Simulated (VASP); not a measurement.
Calculation: r2SCAN+rVV10, VASP's PBE PAW potentials (set 64) (plane waves; VASP).

VASP ran on this input.

### KPOINTS
```
Automatic mesh
0
Gamma
9 9 9
0 0 0
```

File POSCAR:
```
HgTe
1
   -0.0000000000     3.2703124100     3.2703124100
    3.2703124100     0.0000000000     3.2703124100
    3.2703124100     3.2703124100    -0.0000000000
Hg Te
1 1
Direct
  0.0000000000   0.0000000000   0.0000000000
  0.2500000000   0.2500000000   0.2500000000
```

INCAR:
```
! general
SYSTEM   = HgTe
PREC     = Accurate
ENCUT    = 520
LREAL    = F
LASPH    = T

! electronic loop
EDIFF    = 1E-6
NELM     = 100
ALGO     = Normal
LMAXMIX  = 6
LMIXTAU  = T

! smearing
ISMEAR   = 1
SIGMA    = 0.1

! functional
METAGGA  = R2SCAN
LUSE_VDW = T
BPARAM   = 11.95
CPARAM   = 0.0093

! ions
IBRION   = 2
NSW      = 60
ISIF     = 3
EDIFFG   = -0.01

! output
LWAVE    = F
LCHARG   = F
```

POTCAR, in this order: Hg Te (PBE.64 set). Program: vasp_std.

Q: What will the output report for the number of irreducible k-points (NKPTS), largest plane-wave count, number of space-group operations, FFT grid (NGX, NGY, NGZ)?

A: 
The number of irreducible k-points (NKPTS) is 35 and the largest plane-wave count comes out as 1900. The number of space-group operations is 24 and the FFT grid (NGX, NGY, NGZ) comes out as 36 × 36 × 36.

The compound is HgTe in the zinc blende structure. It was relaxed first. The start is the result of an earlier pass.
